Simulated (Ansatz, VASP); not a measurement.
# Zr (Zirconium): VASP beside Ansatz, part 2 of 2

Aim: how closely do two programs agree when they are given the same cell, functional and k mesh? The cell is taken from a series of runs on this material, whose earlier steps may have relaxed, scaled, displaced or heated it; both programs get it as it stands.

VASP 6.6.1 and Ansatz 0.2.0.

So far: Starting point; Ansatz: zone-centre phonons, PBEsol, pair 1; VASP: zone-centre phonons, PBEsol, pair 1; Side by side.

**5. VASP: zone-centre phonons, PBEsol, pair 2**

Level of this step: PBEsol; plane waves and PAW (Zr_sv) (VASP).

Second derivatives magnify differences that forces hide, and they need a tight electronic threshold. The cell compared in this pair holds 43.13 Å³, against 42.23 Å³ for the pair before.

Contents of INCAR:

```
SYSTEM = Zr
PREC = Accurate
ENCUT = 500
EDIFF = 1E-08
NELM = 120
ISMEAR = 1
SIGMA = 0.2
LREAL = .FALSE.
ALGO = Normal
GGA = PS
NBANDS = 18
LASPH = .TRUE.
LORBIT = 11
LWAVE = .FALSE.
LCHARG = .FALSE.
ISIF = 2
IBRION = 8
GGA_COMPAT = .FALSE.
KPAR = 2
```

Contents of POSCAR:

```
Zr
1.0
    3.1339365080      0.0000000000      0.0000000000
   -1.5669682540      2.7140686298      0.0000000000
    0.0000000000      0.0000000000      5.0704246723
Zr
2
Direct
    0.3333333334      0.6666666668      0.2500000000
    0.6666666668      0.3333333334      0.7500000000
```

Contents of KPOINTS:

```
Automatic mesh
0
Gamma
15 15 8
0 0 0
```

The projector-augmented-wave data sets are Zr_sv (PBE family, release 64).

Launch:

```sh
$ mpirun -np 2 vasp_std
```

Numbers of over 12 decimals in the logs are rounded to 6 here.

The program printed:

```text
[banner, memory and clock lines left out]
running    2 mpi-ranks, on    1 nodes
[...]
[... a notice as in an earlier step ...]

 LDA part: xc-table for (Slater+PW92), standard interpolation
 POSCAR, INCAR and KPOINTS ok, starting setup
[...]
entering main loop
       N       E                     dE             d eps       ncg     rms          rms(c)
DAV:   1     0.211566353625E+03    0.21157E+03   -0.13239E+04  4876   0.130E+03
DAV:   2    -0.300704166396E+01   -0.21457E+03   -0.21100E+03  5658   0.380E+02
DAV:   3    -0.184948231384E+02   -0.15488E+02   -0.15316E+02  8798   0.737E+01
DAV:   4    -0.188497157101E+02   -0.35489E+00   -0.35447E+00  5666   0.118E+01
[...]
DAV:  13    -0.181369776980E+02    0.24341E-06   -0.40657E-08  4694   0.173E-03    0.831E-04
DAV:  14    -0.181369776495E+02    0.48421E-07   -0.96640E-09  2908   0.118E-03    0.154E-04
DAV:  15    -0.181369776489E+02    0.59617E-09   -0.90293E-10  2806   0.263E-04
   1 F= -.18136978E+02 E0= -.18137561E+02  d E =0.175131E-02
[...]
RMM:  21    -0.622137926144E+00    0.12957E-07    0.21581E-07 48090   0.441E-04    0.469E-05
RMM:  22    -0.622137928552E+00   -0.24079E-08    0.25507E-07 48928   0.402E-04    0.494E-05
RMM:  23    -0.622137937942E+00   -0.93899E-08    0.26512E-07 44785   0.368E-04    0.537E-05
 first order change of Fermi-energy   0.13641E-04
 force on displaced ion       1 direction 1 :  -0.532  -0.000   0.000
 Linear response progress:
  Degree of freedom:   2/  2
       N       E                     dE             d eps       ncg     rms          rms(c)
RMM:   1    -0.794414878237E+00   -0.79441E+00    0.29730E+00  7587   0.135E+01
RMM:   2    -0.744935905049E+00    0.49479E-01   -0.26318E-01 11182   0.275E+00    0.265E-01
RMM:   3    -0.748405082485E+00   -0.34692E-02   -0.45669E-02 13615   0.980E-01    0.924E-02
RMM:   4    -0.751077695855E+00   -0.26726E-02   -0.61968E-03 15315   0.364E-01    0.315E-02
[...]
RMM:  17    -0.751107378218E+00   -0.76884E-07   -0.74631E-06 16466   0.766E-04    0.621E-05
RMM:  18    -0.751107271134E+00    0.10708E-06   -0.55658E-06 17544   0.635E-04    0.668E-05
RMM:  19    -0.751107238345E+00    0.32788E-07   -0.48951E-06 16666   0.540E-04    0.671E-05
 first order change of Fermi-energy  -0.13756E-03
 force on displaced ion       1 direction 3 :   0.000  -0.000  -5.622
 Linear response finished
```

OUTCAR, selected parts (step 5):

```text
  Total        1.1546805      1.1546805      1.1544678      0.0000000      0.0000000      0.0000000
  in kB       42.8960273     42.8960273     42.8881251      0.0000000      0.0000000      0.0000000
  external PRESSURE =      42.8933933 kB  Pullay stress =       0.0000000 kB

 POSITION                                       TOTAL-FORCE (eV/Angst)
 -----------------------------------------------------------------------------------
      0.00000      1.80938      1.26761        -0.000000     -0.000000      0.000000
      1.56697      0.90469      3.80282         0.000000      0.000000      0.000000
 -----------------------------------------------------------------------------------
    total drift:                               -0.000000     -0.000000      0.000000

[... 1 part as in an earlier step ...]

[... 1 further part left out ...]
```

**6. Ansatz: zone-centre phonons, PBEsol, pair 2**

The same cell, functional, mesh and smearing now go to Ansatz, which takes its cutoff from its data sets.

The cell is taken from a series of runs on this material, whose earlier steps may have relaxed, scaled, displaced or heated it; both programs get it as it stands.

Contents of input.yaml:

```yaml
crystal:
  lattice:
    - [3.133936508, 0.0, 0.0]
    - [-1.566968254, 2.7140686298, 0.0]
    - [0.0, 0.0, 5.0704246723]
  atoms:
    - { symbol: Zr, position: [0.3333333333, 0.6666666667, 0.25] }
    - { symbol: Zr, position: [0.6666666667, 0.3333333333, 0.75] }
kpoints:
  mp_grid: { grid: [15, 15, 8] }
hamiltonian:
  xc: pbesol
  pseudopotentials: { kind: paw, azcp: { folder: soft_1 }, xc_functional: pbe }
scf:
  occupations: { method: methfessel_paxton, width: 0.2 }
output:
  eigenvalues: true
phonons:
  method: dfpt
```

Launch:

```sh
$ ansatz run input.yaml --threads 4 --pin off --max-ram 10240MiB --backend cpu --events-out ev --progress --plain --runs-dir out
```

The program printed:

```text
[...]
Crystal: 2 atoms, lattice volume = 43.128 Å³
Basis set: ecut = 420 eV, 833 PW (Γ), exchange–correlation on 48×48×72 points (8 copies of the dense FFT grid, shifted against one another)
Bands: 16, of which v1, the nominal top of the filled ones, is band 12 counted from 1 (11 counted from 0)
Symmetry: 24 space group operations
k-points: 320 of 1800 (irreducible under 4 space group operations, time reversal used)
[...]
k-point 2: bands = [... 8 lower, 9.8756, 11.8325, 15.6381, 15.6575, 15.8565, 15.8565, 16.4094, 16.4094, ... 4 higher]
  k-point 319: bands = [... 8 lower, 12.7028, 12.7028, 14.4223, 14.4223, 15.1960, 15.1960, 17.0618, 17.0618, ... 4 higher]
[...]
ASR residual: 3.658e-5 → 0.000e0 eV/Å²; symmetrization residual: 1.006e-13 eV/Å²
  ASR residual per site (eV/Å²): 3.66e-5 3.66e-5
  Γ frequencies (cm⁻¹): 0.00 0.00 0.00 55.97 55.97 182.29
[...]
[key lines of the parts left out:]
SCF converged after 8 iterations
Free energy (F): -8257.292681 eV
Fermi energy:    15.141552 eV
```

**7. Side by side**

The two programs side by side:

```tsv
quantity	Ansatz	VASP	difference
optical mode 1 to 2 (cm⁻¹)	56.0	56.3	-0.59 %
optical mode 3 (cm⁻¹)	182.3	183.1	-0.43 %
```

Modes are paired by rising frequency, not by their patterns, so a pair may set unlike modes beside each other; they are those without the splitting of longitudinal modes.

**8. Summary of results**

```yaml
r_m_s_difference_of_the_optical_zone_centre_modes_each_program_s_sorted_by_frequency_zone_centre_phonons_pbesol_pair_1: 0.55 cm⁻¹
difference_in_optical_mode_1_to_2_zone_centre_phonons_pbesol_pair_1: -1.0 %
r_m_s_difference_of_the_optical_zone_centre_modes_each_program_s_sorted_by_frequency_zone_centre_phonons_pbesol_pair_2: 0.53 cm⁻¹
difference_in_optical_mode_1_to_2_zone_centre_phonons_pbesol_pair_2: -0.6 %
```

The r.m.s. difference of the optical zone-centre modes, each program's sorted by frequency is 0.55 cm⁻¹ (zone-centre phonons, PBEsol, pair 1). Among the rows given in per cent, the largest difference of the zone-centre phonons, PBEsol, pair 1 pair is in optical mode 1 to 2, -1.0 %. Among the rows given in per cent, the largest difference of the zone-centre phonons, PBEsol, pair 2 pair is in optical mode 1 to 2, -0.6 %. How closely two codes agree says nothing of how well the functional describes the real material.

[Lines on the potential files, build, host, timing and source positions are cut from VASP's logs without a mark.]

[Logs are printed without paths, hosts, clocks, repeated set-up lines and the standing remarks that a program may print on its own settings, such as how far it seeks lower states.]

[Hosts, paths, dates, database ids (printed as entryN), source tags and the programs' standing remarks are cut or masked in the printed files.]
